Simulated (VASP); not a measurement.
# AgH12O6F in VASP: notebook, part 2 of 2

VASP 6.6.1. The steps go on from the part before.

## Step 4: Single point, PBE+D3(BJ)

File INCAR:

```
ALGO = Fast
EDIFF = 1E-7
ENCUT = 520
GGA = PE
ISIF = 2
ISMEAR = -1
IVDW = 12
LASPH = True
LCHARG = False
LREAL = Auto
LWAVE = False
NBANDS = 49
NELM = 100
PREC = Accurate
SIGMA = 0.05
```

File KPOINTS:

```
k-points
0
Gamma
  1 1 1
```

File POSCAR:

```
AgH12O6F
1.0
    6.0731780000      0.0000000000      0.0000000000
    0.0000000000      6.0731780000      0.0000000000
    0.0000000000      0.0000000000      6.0731780000
O H Ag F
6 12 1 1
Direct
    0.1811242812      0.4281119374      0.9286571215
    0.9519562904      0.6664220940      0.2744362177
    0.4786950094      0.3526983731      0.5567431088
    0.1902792903     -0.0156096199      0.5241736699
    0.4259384461      0.8248564425      0.1832154434
    0.8546431539      0.1840881331      0.7624179630
    0.2870490541      0.4224147555      0.8039448210
    0.2202141943      0.5786097493      0.9832743252
    0.9159948877      0.6841393419      0.1194432305
    0.8762134092      0.5380214445      0.3387353376
    0.6020735766      0.2613129403      0.6419044527
    0.3634176374      0.2503302225      0.5160889406
    0.0855071266      0.0455280580      0.6374092773
    0.1041958592     -0.1160841984      0.4203894567
    0.4060312410      0.9854313508      0.1636704869
    0.5325712502      0.7847127155      0.0542549551
    0.9322137438      0.2784374178      0.8672395243
    0.7935548736      0.0449682193      0.8254656788
    0.5267917390      0.7253698146      0.5401784700
    0.7010662292      0.7869191385      0.8559768872
```

Potentials or basis: VASP PAW PBE potentials, release 64 (O, H, Ag, F).

The run is started by

```console
> cat potpaw_PBE.64/O/POTCAR potpaw_PBE.64/H/POTCAR potpaw_PBE.64/Ag/POTCAR potpaw_PBE.64/F/POTCAR > POTCAR
> mpirun -np 1 vasp_gam > vasp.out
```

OUTCAR:

```text
EDIFF = 1E-7
   ENCUT = 520
   GGA = PE
   ISIF = 2
   ISMEAR = -1
   IVDW = 12
   LASPH = True
   LREAL = Auto
   NELM = 100
   PREC = Accurate
 IVDW          = 12

 ion  position               nearest neighbor table
   1  0.181  0.428  0.929-   7 0.99   8 1.00
   2  0.952  0.666  0.274-   9 0.97  10 0.99
   3  0.479  0.353  0.557-  12 0.97  11 1.07  19 2.28
   4  0.190  0.984  0.524-  13 1.01  14 1.02  19 2.58
   5  0.426  0.825  0.183-  15 0.99  16 1.05  19 2.33
   6  0.855  0.184  0.762-  17 0.98  18 1.00
   7  0.287  0.422  0.804-   1 0.99
   8  0.220  0.579  0.983-   1 1.00
   9  0.916  0.684  0.119-   2 0.97
  10  0.876  0.538  0.339-   2 0.99
  11  0.602  0.261  0.642-   3 1.07
  12  0.363  0.250  0.516-   3 0.97
  13  0.086  0.046  0.637-   4 1.01
  14  0.104  0.884  0.420-   4 1.02
  15  0.406  0.985  0.164-   5 0.99
  16  0.533  0.785  0.054-   5 1.05
  17  0.932  0.278  0.867-   6 0.98
  18  0.794  0.045  0.825-   6 1.00
  19  0.527  0.725  0.540-  20 2.22   3 2.28   5 2.33   4 2.58
  20  0.701  0.787  0.856-  19 2.22

  LATTYP: Found a simple cubic cell.
 ALAT       =     6.0731780000

  Lattice vectors:

 A1 = (   6.0731780000,   0.0000000000,   0.0000000000)
 A2 = (   0.0000000000,   6.0731780000,   0.0000000000)
 A3 = (   0.0000000000,   0.0000000000,   6.0731780000)

Analysis of symmetry for initial positions (statically):
=====================================================================
 Subroutine PRICEL returns:
 Original cell was already a primitive cell.

 Routine SETGRP: Setting up the symmetry group for a
 simple cubic supercell.

 Subroutine GETGRP returns: Found  1 space group operations
 (whereof  1 operations were pure point group operations)
 out of a pool of 48 trial point group operations.

The static configuration has the point symmetry C_1 .

Analysis of symmetry for dynamics (positions and initial velocities):
=====================================================================
 Subroutine PRICEL returns:
 Original cell was already a primitive cell.

 Routine SETGRP: Setting up the symmetry group for a
 simple cubic supercell.

 Subroutine GETGRP returns: Found  1 space group operations
 (whereof  1 operations were pure point group operations)
 out of a pool of 48 trial point group operations.

The dynamic configuration has the point symmetry C_1 .

 Subroutine INISYM returns: Found  1 space group operations
 (whereof  1 operations are pure point group operations),
 and found     1 'primitive' translations

----------------------------------------------------------------------------------------

                                     Primitive cell

  volume of cell :     224.0000

  direct lattice vectors                    reciprocal lattice vectors
     6.073178000  0.000000000  0.000000000     0.164658437  0.000000000  0.000000000
     0.000000000  6.073178000  0.000000000     0.000000000  0.164658437  0.000000000
     0.000000000  0.000000000  6.073178000     0.000000000  0.000000000  0.164658437

  length of vectors
     6.073178000  6.073178000  6.073178000     0.164658437  0.164658437  0.164658437

  position of ions in fractional coordinates (direct lattice)
     0.181124281  0.428111937  0.928657122
     0.951956290  0.666422094  0.274436218
     0.478695009  0.352698373  0.556743109
     0.190279290  0.984390380  0.524173670
     0.425938446  0.824856442  0.183215443
     0.854643154  0.184088133  0.762417963
[... 12 lines left out ...]
     0.526791739  0.725369815  0.540178470
     0.701066229  0.786919138  0.855976887

  ion indices of the primitive-cell ions
   primitive index   ion index
                 1           1
                 2           2
                 3           3
                 4           4
                 5           5
                 6           6
[... 12 lines left out ...]
                19          19
                20          20

----------------------------------------------------------------------------------------

 KPOINTS: k-points

Automatic generation of k-mesh.
 Grid dimensions read from file:
 generate k-points for:    1    1    1

 Generating k-lattice:

  Cartesian coordinates                     Fractional coordinates (reciprocal lattice)
     0.164658437  0.000000000  0.000000000     1.000000000  0.000000000  0.000000000
     0.000000000  0.164658437  0.000000000     0.000000000  1.000000000  0.000000000
     0.000000000  0.000000000  0.164658437     0.000000000  0.000000000  1.000000000

  Length of vectors
     0.164658437  0.164658437  0.164658437

  Shift w.r.t. Gamma in fractional coordinates (k-lattice)
     0.000000000  0.000000000  0.000000000

 Subroutine IBZKPT returns following result:
 ===========================================

 Found      1 irreducible k-points:

 Following reciprocal coordinates:
            Coordinates               Weight
  0.000000  0.000000  0.000000      1.000000
   k-points           NKPTS =      1   k-points in BZ     NKDIM =      1   number of bands    NBANDS=     49
   number of dos      NEDOS =    301   number of ions     NIONS =     20
   total plane-waves  NPLWV = 110592
   dimension x,y,z NGX =    48 NGY =   48 NGZ =   48
   dimension x,y,z NGXF=    96 NGYF=   96 NGZF=   96
   ions per type =               6  12   1   1
   NGX,Y,Z   is equivalent  to a cutoff of  13.14, 13.14, 13.14 a.u.
   NGXF,Y,Z  is equivalent  to a cutoff of  26.28, 26.28, 26.28 a.u.
 SYSTEM =  unknown system
   PREC   = accura    normal or accurate (medium, high low for compatibility)
   ISTART =      0    job   : 0-new  1-cont  2-samecut
   ICHARG =      2    charge: 1-file 2-atom 10-const
   ISPIN  =      1    spin polarized calculation?
   LNONCOLLINEAR =      F non collinear calculations
   LSORBIT =      F    spin-orbit coupling
   LASPH  =      T    aspherical Exc in radial PAW
   ENCUT  =  520.0 eV  38.22 Ry    6.18 a.u.  11.29 11.29 11.29*2*pi/ulx,y,z
   NELM   =    100;   NELMIN=  2; NELMDL= -5     # of ELM steps
   EDIFF  = 0.1E-06   stopping-criterion for ELM
   LREAL  =      T    real-space projection
   EDIFFG = 0.1E-05   stopping-criterion for IOM
   NSW    =      0    number of steps for IOM
   IBRION =     -1    ionic relax: 0-MD 1-quasi-New 2-CG
   NFREE  =      0    steps in history (QN), initial steepest desc. (CG)
   ISIF   =      2    stress and relaxation
   ISYM   =      2    0-nonsym 1-usesym 2-fastsym
   POTIM  = 0.5000    time-step for ionic-motion
   TEBEG  =    0.0;   TEEND  =   0.0 temperature during run
   PSTRESS=    0.0 pullay stress
   NELECT =      66.0000    total number of electrons
   NUPDOWN=      -1.0000    fix difference up-down
   EMIN   =  10.00;   EMAX   =-10.00  energy-range for DOS
   EFERMI =   0.00;   METHOD = LEGACY
   ISMEAR =    -1;   SIGMA  =   0.05  broadening in eV -4-tet -1-fermi 0-gaus
   EFERMI_NEDOS =   21; number of points for ismear=-14 and -15
   IALGO  =     68    algorithm
   IMIX   =      4    mixing-type and parameters
     AMIX     =   0.40;   BMIX     =  1.00
     AMIX_MAG =   1.60;   BMIX_MAG =  1.00
  volume/ion in A,a.u.               =      11.20        75.58
  Fermi-wavevector in a.u.,A,eV,Ry     =   1.089365  2.058602 16.146256  1.186716
  Thomas-Fermi vector in A             =   2.225567
   LORBIT       =      0    0 simple, 1 ext, 2 COOP (PROOUT), +10 PAW based schemes
   GGA     = PE    functional components
   LHFCALC =     F    Hartree Fock is set to
   AEXX    =    0.0000 exact exchange contribution
   IVDW    =    12    specifies the selected vdW correction
   LEPSILON=     F    determine dielectric tensor
   LRPA    =     F    only Hartree local field effects (RPA)
 non-spin polarized calculation
 RMM-DIIS sequential band-by-band and
  energy-cutoff  :      520.00
  volume of cell :      224.00
 maximum number of plane-waves:      3016
 NGX is ok and might be reduce to    48
   NGX = 23   NGY = 23   NGZ = 23

 number of electron      65.9999997 magnetization

 Free energy of the ion-electron system (eV)
  ---------------------------------------------------
  ext. energy  EPLUGINS =         0.00000000
  ---------------------------------------------------
  free energy    TOTEN  =       -93.85101768 eV

  energy without entropy =      -93.85101768  energy(sigma->0) =      -93.85101768

 E-fermi :  -0.6234     XC(G=0):  -7.0780

 val. band max:       -1.8764538333   @ k =   0.0000   0.0000   0.0000
 cond. band min:       0.7777095895   @ k =   0.0000   0.0000   0.0000
 fundamental gap:      2.6541634228
 Fermi energy:        -0.6234020677

 k-point     1 :       0.0000    0.0000    0.0000
  band No.  band energies     occupation
      1     -23.1397      2.00000
      2     -21.8406      2.00000
      3     -21.6854      2.00000
      4     -21.3524      2.00000
      5     -21.3170      2.00000
      6     -21.2635      2.00000
[... 37 lines left out ...]
     44       7.6433      0.00000
     45       7.9474      0.00000
 [bands above 45 left out]

------------------------ aborting loop because EDIFF is reached ----------------------------------------

 Edisp (eV)   -0.89916

 E8    (eV) :    -0.2275

  FORCE on cell =-STRESS in cart. coord.  units (eV):
  Direction    XX          YY          ZZ          XY          YZ          ZX
  --------------------------------------------------------------------------------------
  -------------------------------------------------------------------------------------
  Total      -2.43660    -4.33496    -2.53221     0.23699     1.02853    -0.73789
  in kB     -17.42797   -31.00612   -18.11180     1.69510     7.35662    -5.27784
  external pressure =      -22.18 kB  Pullay stress =        0.00 kB

 VOLUME and BASIS-vectors are now :
 -----------------------------------------------------------------------------
  energy-cutoff  :      520.00
  volume of cell :      224.00
      direct lattice vectors                 reciprocal lattice vectors
     6.073178000  0.000000000  0.000000000     0.164658437  0.000000000  0.000000000
     0.000000000  6.073178000  0.000000000     0.000000000  0.164658437  0.000000000
     0.000000000  0.000000000  6.073178000     0.000000000  0.000000000  0.164658437

 POSITION                                       TOTAL-FORCE (eV/Angst)
 -----------------------------------------------------------------------------------
      1.10000      2.60000      5.63990         1.002398      1.356637     -0.105709
      5.78140      4.04730      1.66670         0.079439     -0.133218      0.868856
      2.90720      2.14200      3.38120         2.030919     -0.960034      1.424474
      1.15560      5.97838      3.18340        -0.743608     -0.283120     -0.238222
      2.58680      5.00950      1.11270         0.713832      0.231626     -1.500214
      5.19040      1.11800      4.63030        -0.640002     -0.490314     -0.606206
[... 12 lines left out ...]
      3.19930      4.40530      3.28060        -0.278796      0.598315     -0.216711
      4.25770      4.77910      5.19850         0.013207      0.115712      0.540169
 -----------------------------------------------------------------------------------
    total drift:                               -0.007815     -0.001072      0.001272

  FREE ENERGIE OF THE ION-ELECTRON SYSTEM (eV)
  ---------------------------------------------------
  free  energy   TOTEN  =       -94.7501740997 eV

  energy  without entropy=      -94.7501740997  energy(sigma->0) =      -94.75017410
```

Run time: 26 s. Hardware: 1 thread of Intel Xeon Platinum 8488C (Sapphire Rapids), shared host; peak memory 0.34 GiB.

Results:

```
Free energy                : -94.7502 eV
Pressure                   : -2.2 GPa
Largest force              : 2.660 eV/Å
Band gap on the k mesh     : 2.65 eV, direct
Dispersion energy per atom : -0.045 eV
```

Forces in eV/Å, atoms in the order of the input:
```
O    1.002  1.357 -0.106
O    0.079 -0.133  0.869
O    2.031 -0.960  1.424
O   -0.744 -0.283 -0.238
O    0.714  0.232 -1.500
O   -0.640 -0.490 -0.606
H   -0.290 -0.475  0.017
H   -0.492 -0.921  0.289
H   -0.545 -0.278 -0.160
H    0.271  0.523 -0.632
H   -1.177  1.248 -1.083
H   -0.447 -0.788 -0.375
H    0.045 -0.402 -0.803
H    0.408  0.759  1.012
H    0.022 -0.742  0.253
H   -0.419  0.545  0.775
H    0.209  0.125  0.274
H    0.238 -0.032  0.266
Ag  -0.279  0.598 -0.217
F    0.013  0.116  0.540
```

Stress tensor (GPa, compression positive):
```
-1.74  0.17 -0.53
 0.17 -3.10  0.74
-0.53  0.74 -1.81
```

A hybrid or GW would open this gap; PBE tends to underestimate it.
